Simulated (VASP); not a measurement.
Data:

```yaml
crystal:
  lattice:
    - [0.00000, 2.00726, 2.00726]
    - [2.00726, 0.00000, 2.00726]
    - [2.00726, 2.00726, 0.00000]
  atoms:
    - { symbol: Li, position: [0.00000, 0.00000, 0.00000] }
    - { symbol: F, position: [0.50000, 0.50000, 0.50000] }
```

Calculation: HSEsol screened hybrid, VASP's PBE PAW potentials (set 64) (plane waves; VASP). Run with 520 eV cut-off, 8×8×8 Γ-centred mesh, Gaussian smearing of 0.050 eV, potentials Li_sv F.

Q: Give the stress tensor in GPa (positive for a compressed cell).

A: 
```
-2.75   0.00   0.00
 0.00  -2.75   0.00
 0.00   0.00  -2.75
```
The pressure is its mean diagonal, -2.75 GPa.

The compound is LiF in the rock salt structure. This cell is one point of a volume scan, at 0.97 of the reference volume. The cell's shape comes from a PBE relaxation.
